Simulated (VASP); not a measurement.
# Ca2C in VASP: one cell, several levels of theory, part 1 of 2

What does VASP give for Ca2C (antifluorite), under -2.8 % biaxial strain in x and y, free along z, the cell held fixed? Runs: PBE, r2SCAN. The results are then set beside those of Ansatz 0.2.0 for the same cell. This is a trial cell built on a prototype, not taken from a measured structure, and it needn't be the compound's ground state.

Code: VASP 6.6.1. PAW datasets, plane waves. Note: simulated data, non-magnetic, for a generated structure that need not be the stable one.

### Step 1. The cell

The cell comes from an earlier relaxation with r2SCAN in another program, then strained, with the atoms relaxed again.

It is tetragonal, I4/mmm (No. 139); a = 4.299 Å, c = 6.285 Å in the conventional setting, 19.36 Å³ an atom. Near C stand 8 Ca at 2.66 Å; near Ca stand 4 C at 2.66 Å and 4 Ca at 3.04 Å.

The structure in full:

```cif
data_structure
_symmetry_space_group_name_H-M 'I4/mmm'
_symmetry_Int_Tables_number 139
_cell_length_a 4.2993
_cell_length_b 4.2993
_cell_length_c 6.2845
_cell_angle_alpha 90.000
_cell_angle_beta 90.000
_cell_angle_gamma 90.000
_cell_volume 116.16
loop_
_atom_site_label
_atom_site_type_symbol
_atom_site_symmetry_multiplicity
_atom_site_Wyckoff_symbol
_atom_site_fract_x
_atom_site_fract_y
_atom_site_fract_z
_atom_site_occupancy
C1 C 2 a 0.00000 0.00000 0.00000 1
Ca1 Ca 4 d 0.00000 0.50000 0.25000 1
```

### Step 2. PBE

File INCAR:

```
ENCUT = 520.000000
SIGMA = 0.020000
EDIFF = 1.00e-07
GGA = PE
PREC = Accurate
IBRION = -1
ISIF = 2
ISMEAR = -1
NBANDS = 19
NELM = 120
NSW = 0
LASPH = .TRUE.
LCHARG = .FALSE.
LWAVE = .FALSE.
LREAL = .FALSE.
```

File KPOINTS:

```
KPOINTS created by Atomic Simulation Environment
0
Gamma
8 8 8
0 0 0
```

File KPOINTS_OPT:

```
special points
6
Reciprocal
0.0000000000 0.0000000000 0.0000000000 1
0.5000000000 0.0000000000 0.5000000000 1
0.6250000000 0.2500000000 0.6250000000 1
0.3750000000 0.3750000000 0.7500000000 1
0.5000000000 0.5000000000 0.5000000000 1
0.5000000000 0.2500000000 0.7500000000 1
```

File POSCAR:

```
C  Ca
 1.0000000000000000
     0.0000000000000000    3.0400414738000001    3.1422679096000001
     3.0400414738000001    0.0000000000000000    3.1422679096000001
     3.0400414738000001    3.0400414738000001    0.0000000000000000
 C   Ca
   1   2
Cartesian
  0.0000000000000000  0.0000000000000000  0.0000000000000000
  1.5200207369000001  1.5200207369000001  1.5711339548000001
  4.5600622107000000  4.5600622107000000  4.7134018643999998
```

Potentials: the recommended PBE PAW datasets, 24 valence electrons in the neutral cell.

Launch:

```sh
$ mpirun -np 1 vasp_std
```

Standard output, without the iteration lines:

```text
POSCAR found type information on POSCAR C Ca
 POSCAR found :  2 types and       3 ions
 LDA part: xc-table for (Slater+PW92), standard interpolation
 POSCAR, INCAR and KPOINTS ok, starting setup
 FFT: planning ... GRIDC
 FFT: planning ... GRID_SOFT
 FFT: planning ... GRID
 WAVECAR not read
 entering main loop
 Start KPOINTS_OPT (optional k-point list driver)
k-point batch [1-6\6]
```

OSZICAR:

```text
N       E                     dE             d eps       ncg     rms          rms(c)
DAV:   1     0.206447041035E+03    0.20645E+03   -0.12416E+04  2242   0.124E+03
DAV:   2     0.251873287827E+00   -0.20620E+03   -0.20215E+03  2344   0.353E+02
DAV:   3    -0.142842915210E+02   -0.14536E+02   -0.14468E+02  4056   0.738E+01
DAV:   4    -0.147876787074E+02   -0.50339E+00   -0.50255E+00  3182   0.133E+01
DAV:   5    -0.148014340680E+02   -0.13755E-01   -0.13752E-01  3568   0.165E+00    0.907E+00
DAV:   6    -0.122301626010E+02    0.25713E+01   -0.25607E+01  2654   0.133E+01    0.400E+00
DAV:   7    -0.120353012066E+02    0.19486E+00   -0.19278E+00  2735   0.564E+00    0.182E+00
DAV:   8    -0.119936073810E+02    0.41694E-01   -0.17781E-01  2793   0.288E+00    0.380E-01
DAV:   9    -0.119921216967E+02    0.14857E-02   -0.20772E-02  3138   0.654E-01    0.195E-01
DAV:  10    -0.119922736703E+02   -0.15197E-03   -0.18882E-03  3353   0.277E-01    0.509E-02
DAV:  11    -0.119923300025E+02   -0.56332E-04   -0.42418E-04  3208   0.861E-02    0.311E-02
DAV:  12    -0.119923088563E+02    0.21146E-04   -0.16142E-04  3056   0.672E-02    0.335E-03
DAV:  13    -0.119923092577E+02   -0.40136E-06   -0.43948E-06  3308   0.131E-02    0.123E-03
DAV:  14    -0.119923091452E+02    0.11249E-06   -0.20012E-07  2451   0.274E-03    0.597E-04
DAV:  15    -0.119923091620E+02   -0.16829E-07   -0.53110E-08  1667   0.141E-03
   1 F= -.11992309E+02 E0= -.11992214E+02  d E =-.190589E-03
       N       E                     dE             ncg
DAV:   1     0.166469088774E+04   -0.49289E+04      228
DAV:   2     0.432973170028E+03   -0.12317E+04      245
DAV:   3     0.354121406501E+03   -0.78852E+02      416
DAV:   4     0.350461357343E+03   -0.36600E+01      320
DAV:   5     0.350343143107E+03   -0.11821E+00      338
DAV:   6     0.350340291634E+03   -0.28515E-02      344
DAV:   7     0.350340272994E+03   -0.18640E-04      346
DAV:   8     0.350340272710E+03   -0.28447E-06      325
DAV:   9     0.350340272704E+03   -0.54874E-08      245
```

The lines after F= are the extra pass for the points of KPOINTS_OPT, at fixed density; their E is not a total energy.

Parts of OUTCAR:

```text
k-points           NKPTS =     59   k-points in BZ     NKDIM =     59   number of bands    NBANDS=     19

   NELECT =      24.0000    total number of electrons

   dimension x,y,z NGX =    36 NGY =   36 NGZ =   32
   dimension x,y,z NGXF=    72 NGYF=   72 NGZF=   64

  energy-cutoff  :      520.00
  volume of cell :       58.08
      direct lattice vectors                 reciprocal lattice vectors
     0.000000000  3.040041474  3.142267910    -0.164471440  0.164471440  0.159120742
     3.040041474  0.000000000  3.142267910     0.164471440 -0.164471440  0.159120742
     3.040041474  3.040041474  0.000000000     0.164471440  0.164471440 -0.159120742

 k-points in reciprocal lattice and weights: KPOINTS created by Atomic Simulation Env
   0.00000000  0.00000000  0.00000000       0.002
   0.12500000  0.00000000  0.00000000       0.016
   0.25000000  0.00000000  0.00000000       0.016
   0.37500000 -0.00000000  0.00000000       0.016
   0.50000000  0.00000000  0.00000000       0.008
   0.12500000  0.12500000  0.00000000       0.004
   0.25000000  0.12500000  0.00000000       0.016
   0.37500000  0.12500000  0.00000000       0.016
[... 51 more k-points ...]

 E-fermi :   3.6612

 k-point     1 :       0.0000    0.0000    0.0000
  band No.  band energies     occupation
      1     -36.6446      2.00000
      2     -36.3812      2.00000
      3     -17.8866      2.00000
      4     -17.8866      2.00000
      5     -17.7261      2.00000
      6     -17.3534      2.00000
      7     -17.3134      2.00000
      8     -17.3134      2.00000
      9      -4.9256      2.00000
     10       2.2700      2.00000
     11       2.4063      2.00000
     12       2.4063      2.00000
     13       4.5387      0.00000
     14       5.3888      0.00000
     15       5.3898      0.00000
     16       9.2877      0.00000
     17       9.7357      0.00000
     18       9.7357      0.00000
     19      10.3364      0.00000

 k-point     2 :       0.1250    0.0000    0.0000
  band No.  band energies     occupation
      1     -36.6342      2.00000
      2     -36.3909      2.00000
      3     -17.8724      2.00000
      4     -17.8675      2.00000
      5     -17.7163      2.00000
      6     -17.3741      2.00000
      7     -17.3447      2.00000
      8     -17.3381      2.00000
      9      -4.8261      2.00000
     10       2.0416      2.00000
     11       2.4136      2.00000
     12       2.5023      2.00000
     13       5.1841      0.00000
     14       5.4991      0.00000
     15       5.5058      0.00000
     16       8.7380      0.00000
     17       9.3291      0.00000
     18       9.4568      0.00000
     19      10.5008      0.00000

 k-point     3 :       0.2500    0.0000    0.0000
  band No.  band energies     occupation
      1     -36.6046      2.00000
      2     -36.4184      2.00000
      3     -17.8302      2.00000
      4     -17.8120      2.00000
      5     -17.6865      2.00000
      6     -17.4441      2.00000
      7     -17.4138      2.00000
      8     -17.4070      2.00000
      9      -4.5864      2.00000
     10       1.6859      2.00000
     11       2.6467      2.00000
     12       2.7514      2.00000
     13       5.7586      0.00000
     14       5.8252      0.00000
     15       6.3570      0.00000
     16       8.0019      0.00000
     17       8.8674      0.00000
     18       8.9076      0.00000
     19       9.7977      0.00000

 k-point     4 :       0.3750   -0.0000    0.0000
  band No.  band energies     occupation
      1     -36.5610      2.00000
      2     -36.4602      2.00000
      3     -17.7611      2.00000
      4     -17.7257      2.00000
      5     -17.6364      2.00000
      6     -17.5538      2.00000
      7     -17.5066      2.00000
      8     -17.4892      2.00000
      9      -4.3491      2.00000
     10       1.5842      2.00000
     11       2.9094      2.00000
     12       3.0315      2.00000
     13       6.2130      0.00000
     14       6.3317      0.00000
     15       6.4718      0.00000
     16       8.2110      0.00000
     17       8.3781      0.00000
     18       8.4391      0.00000
     19       8.7819      0.00000

 k-point     5 :       0.5000    0.0000    0.0000
  band No.  band energies     occupation
      1     -36.5102      2.00000
      2     -36.5101      2.00000
      3     -17.6782      2.00000
      4     -17.6555      2.00000
      5     -17.6232      2.00000
      6     -17.6146      2.00000
      7     -17.5694      2.00000
      8     -17.5644      2.00000
      9      -4.2522      2.00000
     10       1.5984      2.00000
     11       3.0273      2.00000
     12       3.1594      2.00000
     13       6.3091      0.00000
     14       6.5185      0.00000
     15       6.7036      0.00000
     16       8.0054      0.00000
     17       8.1108      0.00000
     18       8.1998      0.00000
     19       8.2488      0.00000

 k-point     6 :       0.1250    0.1250    0.0000
  band No.  band energies     occupation
      1     -36.6340      2.00000
      2     -36.3907      2.00000
      3     -17.9013      2.00000
      4     -17.9013      2.00000
      5     -17.6511      2.00000
      6     -17.4546      2.00000
      7     -17.3050      2.00000
      8     -17.3050      2.00000
      9      -4.7978      2.00000
     10       1.8514      2.00000
     11       2.5732      2.00000
     12       2.5732      2.00000
     13       5.3364      0.00000
     14       5.4305      0.00000
     15       5.4878      0.00000
     16       9.0248      0.00000
     17       9.0779      0.00000
     18       9.0779      0.00000
     19      10.0016      0.00000

 k-point     7 :       0.2500    0.1250    0.0000
  band No.  band energies     occupation
      1     -36.6147      2.00000
      2     -36.4084      2.00000
      3     -17.8996      2.00000
      4     -17.8941      2.00000
      5     -17.5756      2.00000
      6     -17.5568      2.00000
      7     -17.3282      2.00000
      8     -17.3220      2.00000
      9      -4.6104      2.00000
     10       1.6024      2.00000
     11       2.7163      2.00000
     12       2.8007      2.00000
     13       5.4333      0.00000
     14       5.6924      0.00000
     15       6.3298      0.00000
     16       8.2274      0.00000
     17       8.6401      0.00000
     18       8.9719      0.00000
     19       9.3928      0.00000

[... the tables of k-points 8 to 59 left out ...]

  Total        2.0871945      2.0871945      0.3996960      0.0000000      0.0000000      0.0000000
  in kB       57.5759723     57.5759723     11.0257503      0.0000000      0.0000000      0.0000000
  external PRESSURE =      42.0592316 kB  Pullay stress =       0.0000000 kB

 POSITION                                       TOTAL-FORCE (eV/Angst)
 -----------------------------------------------------------------------------------
      0.00000      0.00000      0.00000         0.000000     -0.000000      0.000000
      1.52002      1.52002      1.57113         0.000000      0.000000     -0.000000
      4.56006      4.56006      4.71340        -0.000000      0.000000     -0.000000
 -----------------------------------------------------------------------------------
    total drift:                                0.000000      0.000000      0.000000

  FREE ENERGIE OF THE ION-ELECTRON SYSTEM (eV)
  ---------------------------------------------------
  free  energy   TOTEN  =       -11.9923091620 eV

  energy  without entropy=      -11.9921185734  energy(sigma->0) =      -11.99221387
```

Hardware: 1 MPI rank of Intel Xeon 6975P-C, shared host.

The levels at the points of KPOINTS_OPT are read from vasprun.xml.

Levels at the named points, in eV from the top of band v (v: the last filled band by count, c: the next):

| point | v−1 | v | c | c+1 |
| --- | --- | --- | --- | --- |
| Γ | -1.24 | -1.24 | 0.89 | 1.74 |
| X | -0.15 | -0.08 | 0.12 | 2.39 |
| U | -0.84 | -0.26 | 0.46 | 2.78 |
| K | -0.84 | -0.13 | 0.44 | 2.94 |
| L | -0.62 | -0.49 | 2.66 | 2.87 |
| W | -1.18 | -0.27 | 0.42 | 2.89 |

PBE leaves no gap to speak of (0.000 eV). The pressure is 4.21 GPa; the forces vanish within 0.01 eV/Å.

(Continued in part 2 of 2.)
